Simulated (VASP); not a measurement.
Consider the following.

```
PbF2
1.0
    0.00000     2.76093     2.76093
    2.76093     0.00000     2.76093
    2.76093     2.76093     0.00000
Pb F
1 2
Cartesian
  0.00000   0.00000   0.00000
  1.38047   1.38047   1.38047
  4.14140   4.14140   4.14140
```

Computed with PBE GGA, VASP's PBE PAW potentials (set 64) (plane waves; VASP). Settings: 620 eV cut-off, 7×7×7 Γ-centred mesh, Gaussian smearing of 0.050 eV, potentials Pb_d F.

Energy and stress use the plane-wave basis of the starting cell.

Question: The ions, cell shape and volume at an external pressure of 45.0 GPa are relaxed. What does this cell relax into?

Answer: 
```
PbF2
1.0
    0.00000     2.69836     2.69836
    2.69836     0.00000     2.69836
    2.69836     2.69836     0.00000
Pb F
1 2
Direct
  0.00000   0.00000   0.00000
  0.25000   0.25000   0.25000
  0.75000   0.75000   0.75000
```
Space group Fm-3m (225), at a tolerance of 0.03 Å.

Question: How do energy and volume change from the first to the last step?

Answer: The energy (σ→0) changes by +214.9 meV/atom and the volume by -6.6 %, in 4 ionic steps.

The compound is PbF2 in the fluorite structure, the β form. This run relaxes it under an external pressure of 45 GPa. Symmetry was kept, so distortions that lower it aren't found.
